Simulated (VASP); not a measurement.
Input:

```
CELL_PARAMETERS angstrom
      4.75777     0.00000     0.00000
      0.00000     4.75777     0.00000
      0.00000     0.00000     4.75777
ATOMIC_POSITIONS crystal
  Al 0.84445 0.84445 0.84445
  Al 0.65555 0.15555 0.34445
  Al 0.34445 0.65555 0.15555
  Al 0.15555 0.34445 0.65555
  Pd 0.14823 0.14823 0.14823
  Pd 0.35177 0.85177 0.64823
  Pd 0.64823 0.35177 0.85177
  Pd 0.85177 0.64823 0.35177
```

Calculation: PBEsol GGA, VASP's PBE PAW potentials (set 64) (plane waves; VASP 6.6.1). Run with 300 eV cut-off, 5×5×5 Γ-centred mesh, Gaussian smearing of 0.20 eV, potentials Al Pd.

At this cut-off the stress carries a Pulay error, which pulls relaxed volumes low.

Problem. Give the stress tensor in GPa (positive for a compressed cell).

Solution. 
```
11.12   0.00   0.00
 0.00  11.12   0.00
 0.00   0.00  11.12
```
The pressure is its mean diagonal, 11.12 GPa.

The structure comes from a computed database's AlPd entry (P2_13); how it stands against other phases isn't given here. The cell was not relaxed at this level.
